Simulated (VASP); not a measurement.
Molecule: OSiClBrH2, in a box.

```xyz
6
Lattice="12.0000 0.0000 0.0000 0.0000 13.0000 0.0000 0.0000 0.0000 12.0000" Properties=species:S:1:pos:R:3 pbc="T T T"
O     7.4560    7.7357    5.6134
Si    6.7475    6.3543    6.0821
Cl    7.0295    4.8710    4.7078
Br    4.5700    6.6256    6.3389
H     7.1515    8.1710    4.8145
H     7.3552    5.9651    7.3601
```

Program: VASP 6.6.1. Alike in all runs: task single point; potentials or basis VASP PAW PBE potentials, release 64 (O, Si, Cl, Br, H); no spin polarisation; cell as given; k mesh 1 × 1 × 1; cutoff (eV) 520; smearing gaussian 0.01 eV.

Order these runs on this cell by their band gap on the k mesh, lowest first.
A. level BLYP
B. level HSE06+D3(BJ); grid for exact exchange (PRECFOCK) Normal; screening parameter 0.2 1/A
C. level r2SCAN0+D4; grid for exact exchange (PRECFOCK) Normal; exchange at q = 0 default

A (6.08 eV), B (7.48 eV), C (8.67 eV).

Runs at the PBE level aren't shown here.
